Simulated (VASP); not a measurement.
# TiO2 (Rutile): what each functional gives for the gap, part 2 of 2

Aim: the gap of TiO2 (Rutile) on one structure at many levels of theory. The starting structure is a measured crystal structure from the Crystallography Open Database. Cell and atoms stay as given. Meshes and data sets differ where the inputs say so.

VASP 6.6.1.

Results so far: LDA 1.785 eV; PBE 1.871 eV; r2SCAN 2.241 eV.

**5. Bands with TB-mBJ**

Level of this step: TB-mBJ; plane waves and PAW (Ti_sv, O) (VASP).

TB-mBJ is a local potential fitted to gaps: it costs far less than a hybrid but gives no energy. Its energies, forces and stress mean nothing.

The input, INCAR:

```
SYSTEM = TiO2
PREC = Accurate
ENCUT = 460
EDIFF = 1E-06
NELM = 150
ISMEAR = 0
SIGMA = 0.03
LREAL = .FALSE.
ALGO = Normal
METAGGA = MBJ
LASPH = .TRUE.
NBANDS = 40
LORBIT = 11
LWAVE = .FALSE.
LCHARG = .FALSE.
KPAR = 8
```

The input, POSCAR:

```
TiO2
1.0
    4.5922000000      0.0000000000      0.0000000000
    0.0000000000      4.5922000000      0.0000000000
    0.0000000000      0.0000000000      2.9574000000
Ti O
2 4
Direct
    0.5000000000      0.5000000000      0.5000000000
    0.0000000000      0.0000000000      0.0000000000
    0.8049600000      0.1950400000      0.5000000000
    0.6950400000      0.6950400000      0.0000000000
    0.1950400000      0.8049600000      0.5000000000
    0.3049600000      0.3049600000      0.0000000000
```

The input, KPOINTS:

```
Automatic mesh
0
Gamma
6 6 8
0 0 0
```

The input, KPOINTS_OPT:

```
Line mode
8
Line-mode
Reciprocal
  0.00000000   0.00000000   0.00000000 GAMMA
  0.00000000   0.50000000   0.00000000 X

  0.00000000   0.50000000   0.00000000 X
  0.50000000   0.50000000   0.00000000 M

  0.50000000   0.50000000   0.00000000 M
  0.00000000   0.00000000   0.00000000 GAMMA

  0.00000000   0.00000000   0.00000000 GAMMA
  0.00000000   0.00000000   0.50000000 Z

  0.00000000   0.00000000   0.50000000 Z
  0.00000000   0.50000000   0.50000000 R

  0.00000000   0.50000000   0.50000000 R
  0.50000000   0.50000000   0.50000000 A

  0.50000000   0.50000000   0.50000000 A
  0.00000000   0.00000000   0.50000000 Z

  0.00000000   0.50000000   0.00000000 X
  0.00000000   0.50000000   0.50000000 R

  0.50000000   0.50000000   0.00000000 M
  0.50000000   0.50000000   0.50000000 A
```

PAW data sets: Ti_sv and O (PBE family, release 64).

Run with:

```
mpirun -np 8 vasp_std
```

Output:

```text
[banner, memory and clock lines left out]
running    8 mpi-ranks, on    1 nodes
[...]
[... a notice as in an earlier step ...]

 [... a notice as in an earlier step ...]

 LDA part: xc-table for (None), standard interpolation
 POSCAR, INCAR and KPOINTS ok, starting setup
[...]
entering main loop
       N       E                     dE             d eps       ncg     rms          rms(c)
DAV:   1     0.755168828002E+03    0.75517E+03   -0.20947E+04  4016   0.129E+03
DAV:   2     0.171608724583E+03   -0.58356E+03   -0.53457E+03  4240   0.419E+02
DAV:   3     0.982200625288E+02   -0.73389E+02   -0.72094E+02  5392   0.150E+02
DAV:   4     0.937501437745E+02   -0.44699E+01   -0.44405E+01  6056   0.313E+01
[...]
DAV:  71     0.120612106551E+03   -0.38993E-04   -0.15327E-10  2024   0.901E-05    0.582E-05
DAV:  72     0.120612076244E+03   -0.30307E-04   -0.77038E-11  2016   0.852E-05    0.334E-05
DAV:  73     0.120612075476E+03   -0.76865E-06   -0.53869E-11  2024   0.617E-05
   1 F= 0.12061208E+03 E0= 0.12061208E+03  d E =-.245448E-32
 Start KPOINTS_OPT (optional k-point list driver)
k-point batch [1-50\72]
       N       E                     dE             ncg
DAV:   1     0.244343575324E+04   -0.53002E+05     4000
DAV:   2    -0.254197553690E+05   -0.27863E+05     4320
DAV:   3    -0.287310284044E+05   -0.33113E+04     5264
DAV:   4    -0.289670031852E+05   -0.23597E+03     6200
[...]
DAV:   8    -0.289761399629E+05   -0.17226E-03     4520
DAV:   9    -0.289761399712E+05   -0.83834E-05     2928
DAV:  10    -0.289761399718E+05   -0.52518E-06     3040
k-point batch [51-72\72]
       N       E                     dE             ncg
DAV:   1     0.408671953361E+05   -0.32006E+05     1760
DAV:   2     0.285778199486E+05   -0.12289E+05     1944
DAV:   3     0.271119820575E+05   -0.14658E+04     2288
DAV:   4     0.270041333459E+05   -0.10785E+03     2808
[...]
DAV:   8     0.269996841129E+05   -0.11290E-03     2032
DAV:   9     0.269996841070E+05   -0.59274E-05     1280
DAV:  10     0.269996841066E+05   -0.37527E-06     1424
```

Elapsed: 2.6 min, on 8 MPI ranks of AMD EPYC 7R43, shared host; peak memory 2 GiB.

Parts of OUTCAR (step 5):

```text
  Total     -191.3341403   -191.3341403   -193.1578279      0.0000000      0.0000000      0.0000000
  in kB    -4915.3154505  -4915.3154505  -4962.1654244      0.0000000      0.0000000      0.0000000
  external PRESSURE =   -4930.9321084 kB  Pullay stress =       0.0000000 kB

 POSITION                                       TOTAL-FORCE (eV/Angst)
 -----------------------------------------------------------------------------------
      2.29610      2.29610      1.47870         0.000000      0.000000     -0.000000
      0.00000      0.00000      0.00000         0.000000      0.000000     -0.000000
      3.69654      0.89566      1.47870        -0.213192      0.213192     -0.000000
      3.19176      3.19176      0.00000         0.213192      0.213192     -0.000000
      0.89566      3.69654      1.47870         0.213192     -0.213192      0.000000
      1.40044      1.40044      0.00000        -0.213192     -0.213192      0.000000
 -----------------------------------------------------------------------------------
    total drift:                                0.000000     -0.000000     -0.000000

  FREE ENERGIE OF THE ION-ELECTRON SYSTEM (eV)
  ---------------------------------------------------
  free  energy   TOTEN  =       120.6120754757 eV

  energy  without entropy=      120.6120754757  energy(sigma->0) =      120.61207548

[... 2 parts as in an earlier step ...]

[... 1 further part left out ...]
[key lines of the parts left out:]
E-fermi :   5.8100
```

TB-mBJ gives a least gap of 2.740 eV, and a least direct gap of 2.748 eV. The least gap is +0.955 eV from that of LDA.

**6. Bands with LDA+U (Ti d 4 eV)**

The U is chosen by hand, not computed for this crystal, and pushes the named shell towards whole occupations.

The input, INCAR:

```
SYSTEM = TiO2
PREC = Accurate
ENCUT = 460
EDIFF = 1E-06
NELM = 100
ISMEAR = 0
SIGMA = 0.03
LREAL = .FALSE.
ALGO = Normal
GGA = CA
NBANDS = 40
LDAU = .TRUE.
LDAUTYPE = 2
LDAUL = 2 -1
LDAUU = 4 0
LDAUJ = 0 0
LDAUPRINT = 1
LASPH = .TRUE.
LMAXMIX = 4
LORBIT = 11
LWAVE = .FALSE.
LCHARG = .FALSE.
KPAR = 8
```

POSCAR is that of step 5.

KPOINTS is that of step 5.

KPOINTS_OPT is that of step 5.

Potentials, in the order of the species: Ti_sv and O (LDA family, release 64).

Run with:

```
mpirun -np 8 vasp_std
```

Output:

```text
[banner, memory and clock lines left out]
running    8 mpi-ranks, on    1 nodes
[...]
[... a notice as in an earlier step ...]

 LDA part: xc-table for (Slater(with rela. corr.)+CA(PZ))
 , standard interpolation
 POSCAR, INCAR and KPOINTS ok, starting setup
[...]
entering main loop
       N       E                     dE             d eps       ncg     rms          rms(c)
DAV:   1     0.586119855190E+03    0.58612E+03   -0.21356E+04  4008   0.130E+03
DAV:   2     0.325470782625E+01   -0.58287E+03   -0.53181E+03  4200   0.421E+02
DAV:   3    -0.680486977500E+02   -0.71303E+02   -0.70109E+02  5296   0.148E+02
DAV:   4    -0.720565390017E+02   -0.40078E+01   -0.39897E+01  5784   0.304E+01
[...]
DAV:  14    -0.533511010516E+02    0.79650E-04   -0.22402E-04  5232   0.116E-01    0.173E-02
DAV:  15    -0.533511014820E+02   -0.43044E-06   -0.19004E-05  4328   0.320E-02    0.714E-03
DAV:  16    -0.533511014516E+02    0.30445E-07   -0.45069E-07  2608   0.482E-03
   1 F= -.53351101E+02 E0= -.53351101E+02  d E =-.513247E-24
 Start KPOINTS_OPT (optional k-point list driver)
k-point batch [1-50\72]
       N       E                     dE             ncg
DAV:   1     0.235934814493E+03   -0.55210E+05     4000
DAV:   2    -0.267193391263E+05   -0.26955E+05     4144
DAV:   3    -0.300303035792E+05   -0.33110E+04     5304
DAV:   4    -0.302481454252E+05   -0.21784E+03     5736
[...]
DAV:   8    -0.302543575715E+05   -0.11229E-03     4312
DAV:   9    -0.302543575773E+05   -0.58331E-05     2816
DAV:  10    -0.302543575777E+05   -0.42861E-06     2848
k-point batch [51-72\72]
       N       E                     dE             ncg
DAV:   1     0.398988760811E+05   -0.32975E+05     1760
DAV:   2     0.279933569294E+05   -0.11906E+05     1856
DAV:   3     0.265299891665E+05   -0.14634E+04     2312
DAV:   4     0.264325277473E+05   -0.97461E+02     2552
DAV:   5     0.264295507232E+05   -0.29770E+01     2104
DAV:   6     0.264295030276E+05   -0.47696E-01     2328
DAV:   7     0.264295024668E+05   -0.56080E-03     2128
DAV:   8     0.264295024567E+05   -0.10143E-04     1824
DAV:   9     0.264295024564E+05   -0.31037E-06     1248
```

Run time: 37 s. Hardware: 8 MPI ranks; peak memory 1.8 GiB; 4.8 min of CPU time.

From OUTCAR (step 6):

```text
  Total       -0.3897847     -0.3897847      0.6319906      0.0000000      0.0000000      0.0000000
  in kB      -10.0134497    -10.0134497     16.2356457      0.0000000      0.0000000      0.0000000
  external PRESSURE =      -1.2637513 kB  Pullay stress =       0.0000000 kB

 POSITION                                       TOTAL-FORCE (eV/Angst)
 -----------------------------------------------------------------------------------
      2.29610      2.29610      1.47870         0.000000      0.000000     -0.000000
      0.00000      0.00000      0.00000         0.000000      0.000000     -0.000000
      3.69654      0.89566      1.47870        -0.091493      0.091493     -0.000000
      3.19176      3.19176      0.00000         0.091493      0.091493     -0.000000
      0.89566      3.69654      1.47870         0.091493     -0.091493     -0.000000
      1.40044      1.40044      0.00000        -0.091493     -0.091493      0.000000
 -----------------------------------------------------------------------------------
    total drift:                                0.000000     -0.000000     -0.000000

  FREE ENERGIE OF THE ION-ELECTRON SYSTEM (eV)
  ---------------------------------------------------
  free  energy   TOTEN  =       -53.3511014516 eV

  energy  without entropy=      -53.3511014516  energy(sigma->0) =      -53.35110145

[... 2 parts as in an earlier step ...]

[... 1 further part left out ...]
[key lines of the parts left out:]
E-fermi :   5.0763
```

LDA+U (Ti d 4 eV) gives a direct gap of 2.287 eV. The least gap is +0.503 eV from that of LDA.

**7. Bands with r2SCAN+U (Ti d 2 eV)**

Edit INCAR of step 6 so:

```diff
@@ -9,3 +9,4 @@
 ALGO = Normal
-GGA = CA
+METAGGA = R2SCAN
+LASPH = .TRUE.
 NBANDS = 40
@@ -14,6 +15,5 @@
 LDAUL = 2 -1
-LDAUU = 4 0
+LDAUU = 2 0
 LDAUJ = 0 0
 LDAUPRINT = 1
-LASPH = .TRUE.
 LMAXMIX = 4
```

POSCAR is that of step 6.

KPOINTS is that of step 6.

KPOINTS_OPT is that of step 6.

PAW data sets: Ti_sv and O (PBE family, release 64).

Run with:

```
mpirun -np 8 vasp_std
```

Output:

```text
[... set-up lines as in an earlier step ...]
 entering main loop
       N       E                     dE             d eps       ncg     rms          rms(c)
DAV:   1     0.586450654756E+03    0.58645E+03   -0.21696E+04  4008   0.133E+03
DAV:   2    -0.191974027991E+02   -0.60565E+03   -0.55255E+03  4200   0.434E+02
DAV:   3    -0.953332748277E+02   -0.76136E+02   -0.74744E+02  5312   0.155E+02
DAV:   4    -0.999961294142E+02   -0.46629E+01   -0.46340E+01  5992   0.326E+01
[...]
DAV:  13    -0.671913681287E+02    0.17304E-03   -0.67855E-04  4512   0.148E-01    0.885E-02
DAV:  14    -0.671913334149E+02    0.34714E-04   -0.10695E-04  4720   0.134E-01    0.905E-03
DAV:  15    -0.671913334534E+02   -0.38418E-07   -0.63423E-06  4640   0.162E-02
   1 F= -.67191333E+02 E0= -.67191333E+02  d E =-.296818E-57
 Start KPOINTS_OPT (optional k-point list driver)
k-point batch [1-50\72]
       N       E                     dE             ncg
DAV:   1    -0.398809559242E+03   -0.55844E+05     4000
DAV:   2    -0.286065466543E+05   -0.28208E+05     4216
DAV:   3    -0.320720112161E+05   -0.34655E+04     5296
DAV:   4    -0.322972881577E+05   -0.22528E+03     5744
[...]
DAV:   8    -0.323042289908E+05   -0.14843E-03     4240
DAV:   9    -0.323042289975E+05   -0.67593E-05     2856
DAV:  10    -0.323042289980E+05   -0.52418E-06     2792
k-point batch [51-72\72]
       N       E                     dE             ncg
DAV:   1     0.396124360186E+05   -0.33261E+05     1760
DAV:   2     0.271742712776E+05   -0.12438E+05     1872
DAV:   3     0.256356369096E+05   -0.15386E+04     2304
DAV:   4     0.255319078044E+05   -0.10373E+03     2592
DAV:   5     0.255284371325E+05   -0.34707E+01     2064
DAV:   6     0.255283736497E+05   -0.63483E-01     2424
DAV:   7     0.255283726805E+05   -0.96919E-03     2056
DAV:   8     0.255283726700E+05   -0.10535E-04     1792
DAV:   9     0.255283726698E+05   -0.19701E-06     1192
```

The job ended after 2.2 min (8 MPI ranks; peak memory 1.9 GiB; 17 min of CPU time).

From OUTCAR (step 7):

```text
  Total        1.3069202      1.3069202      2.3807880      0.0000000      0.0000000      0.0000000
  in kB       33.5743805     33.5743805     61.1617152      0.0000000      0.0000000      0.0000000
  external PRESSURE =      42.7701588 kB  Pullay stress =       0.0000000 kB

 POSITION                                       TOTAL-FORCE (eV/Angst)
 -----------------------------------------------------------------------------------
      2.29610      2.29610      1.47870         0.000000      0.000000      0.000000
      0.00000      0.00000      0.00000         0.000000      0.000000      0.000000
      3.69654      0.89566      1.47870        -0.106955      0.106955     -0.000000
      3.19176      3.19176      0.00000         0.106955      0.106955     -0.000000
      0.89566      3.69654      1.47870         0.106955     -0.106955      0.000000
      1.40044      1.40044      0.00000        -0.106955     -0.106955      0.000000
 -----------------------------------------------------------------------------------
    total drift:                                0.000000     -0.000000     -0.000000

  FREE ENERGIE OF THE ION-ELECTRON SYSTEM (eV)
  ---------------------------------------------------
  free  energy   TOTEN  =       -67.1913334534 eV

  energy  without entropy=      -67.1913334534  energy(sigma->0) =      -67.19133345

[... 2 parts as in an earlier step ...]

[... 1 further part left out ...]
[key lines of the parts left out:]
E-fermi :   5.0313
```

r2SCAN+U (Ti d 2 eV) gives a direct gap of 2.520 eV. The least gap is +0.735 eV from that of LDA.

**8. Bands with HSE06**

HSE06 mixes in a quarter of exact exchange at short range, at far higher cost; in semiconductors this cures much of the gap error, while metals seldom gain. This run uses a 3×3×5 mesh. Its starting orbitals come from a semilocal run on the same mesh, not shown.

The input, INCAR:

```
SYSTEM = TiO2
PREC = Accurate
ENCUT = 460
EDIFF = 1E-06
NELM = 100
ISMEAR = 0
SIGMA = 0.03
LREAL = .FALSE.
ALGO = Normal
LHFCALC = .TRUE.
AEXX = 0.25
GGA = PE
HFSCREEN = 0.2
LASPH = .TRUE.
NBANDS = 30
PRECFOCK = Fast
LORBIT = 11
LWAVE = .FALSE.
LCHARG = .FALSE.
KPAR = 4
```

POSCAR is that of step 7.

The input, KPOINTS:

```
Automatic mesh
0
Gamma
3 3 5
0 0 0
```

KPOINTS_OPT is that of step 7.

Run with:

```
mpirun -np 8 vasp_std
```

Output:

```text
[banner, memory and clock lines left out]
running    8 mpi-ranks, on    1 nodes
[...]
[... a notice as in an earlier step ...]

 LDA part: xc-table for (Slater+PW92), standard interpolation
 found WAVECAR, reading the header
 POSCAR, INCAR and KPOINTS ok, starting setup
[...]
reading WAVECAR
 the WAVECAR file was read successfully
 initial charge from wavefunction
 entering main loop
       N       E                     dE             d eps       ncg     rms          rms(c)
DAV:   1    -0.667858403416E+02   -0.66786E+02   -0.45622E+00   546   0.189E+01    0.451E+00
DAV:   2    -0.663648692005E+02    0.42097E+00   -0.11449E+00   696   0.136E+01    0.107E+00
DAV:   3    -0.664306099550E+02   -0.65741E-01   -0.43134E-01   728   0.420E+00    0.148E+00
DAV:   4    -0.664148237295E+02    0.15786E-01   -0.63603E-02   694   0.306E+00    0.562E-01
[...]
DAV:  12    -0.664176383191E+02   -0.20658E-05   -0.75946E-07   330   0.102E-02    0.830E-03
DAV:  13    -0.664176393667E+02   -0.10475E-05   -0.60742E-07   330   0.701E-03    0.502E-03
DAV:  14    -0.664176398931E+02   -0.52649E-06   -0.24309E-07   318   0.472E-03
   1 F= -.66417640E+02 E0= -.66417640E+02  d E =-.495014E-50
 Start KPOINTS_OPT (optional k-point list driver)
k-point batch [1-9\72]
       N       E                     dE             ncg
DAV:   1     0.206068854916E+03   -0.36756E+04      540
DAV:   2    -0.530016529509E+04   -0.55062E+04      570
DAV:   3    -0.620501239029E+04   -0.90485E+03      798
DAV:   4    -0.637637974355E+04   -0.17137E+03      810
[...]
DAV:   9    -0.639436773691E+04   -0.61004E-04      530
DAV:  10    -0.639436774014E+04   -0.32334E-05      442
DAV:  11    -0.639436774034E+04   -0.19364E-06      378
[...]
k-point batch [64-72\72]
       N       E                     dE             ncg
DAV:   1     0.790113139919E+02   -0.13851E+05      540
DAV:   2    -0.536894157350E+04   -0.54480E+04      594
DAV:   3    -0.625422767432E+04   -0.88529E+03      832
DAV:   4    -0.640325428600E+04   -0.14903E+03      768
[...]
DAV:   8    -0.641138249039E+04   -0.28709E-03      706
DAV:   9    -0.641138250116E+04   -0.10774E-04      506
DAV:  10    -0.641138250168E+04   -0.52228E-06      378
```

Run time: 18 min. Hardware: 8 MPI ranks; peak memory 2 GiB; 2.4 h of CPU time.

OUTCAR, selected parts (step 8):

```text
 POSITION                                       TOTAL-FORCE (eV/Angst)
 -----------------------------------------------------------------------------------
      2.29610      2.29610      1.47870         0.000000      0.000000     -0.000000
      0.00000      0.00000      0.00000         0.000000      0.000000     -0.000000
      3.69654      0.89566      1.47870         0.044985     -0.044985      0.000000
      3.19176      3.19176      0.00000        -0.044985     -0.044985      0.000000
      0.89566      3.69654      1.47870        -0.044985      0.044985     -0.000000
      1.40044      1.40044      0.00000         0.044985      0.044985      0.000000
 -----------------------------------------------------------------------------------
    total drift:                               -0.000001      0.000001     -0.000001

  FREE ENERGIE OF THE ION-ELECTRON SYSTEM (eV)
  ---------------------------------------------------
  free  energy   TOTEN  =       -66.4176398931 eV

  energy  without entropy=      -66.4176398931  energy(sigma->0) =      -66.41763989

[... 1 part as in an earlier step ...]

[... 2 further parts left out ...]
[key lines of the parts left out:]
E-fermi :   4.2085
```

HSE06 gives a direct gap of 3.389 eV. The least gap is +1.604 eV from that of LDA, on another mesh, which alone can move a gap by some hundredths of an eV.

**9. Comparison**

```
               level  gap (eV)  least direct gap (eV)   mesh  core minutes
                 LDA     1.785                  1.785  6×6×8          6.67
                 PBE     1.871                  1.871  6×6×8          5.47
              r2SCAN     2.241                  2.241  6×6×8          16.5
              TB-mBJ      2.74                  2.748  6×6×8          21.2
   LDA+U (Ti d 4 eV)     2.287                  2.287  6×6×8          4.93
r2SCAN+U (Ti d 2 eV)      2.52                   2.52  6×6×8          17.5
               HSE06     3.389                  3.389  3×3×5         143.0
```

Core minutes are wall time times ranks of the run shown, on a shared host.

**10. Results**

| Property | Result |
| --- | --- |
| gap, LDA | 1.785 eV |
| gap, PBE | 1.871 eV |
| gap, r2SCAN | 2.241 eV |
| gap, TB-mBJ | 2.740 eV |
| gap, LDA+U (Ti d 4 eV) | 2.287 eV |
| gap, r2SCAN+U (Ti d 2 eV) | 2.520 eV |
| gap, HSE06 | 3.389 eV |

In words: Without spin-orbit coupling the gap of TiO2 (Rutile) runs from 1.785 eV (LDA) to 3.389 eV (HSE06). HSE06 gives +1.52 eV from PBE, on another mesh, which alone can move a gap by some hundredths of an eV. TB-mBJ lies -0.65 eV from HSE06, on another mesh, which alone can move a gap by some hundredths of an eV. These are gaps between Kohn-Sham or generalised Kohn-Sham levels of a static lattice, without excitons or temperature. Further runs on this material are not shown.

[Lines on the potential files, build, host, timing and source positions are cut from VASP's logs without a mark.]

[Logs are printed without paths, hosts, clocks, repeated set-up lines and the standing remarks that a program may print on its own settings, such as how far it seeks lower states.]

[Hosts, paths, dates, database ids (printed as entryN), source tags and the programs' standing remarks are cut or masked in the printed files.]
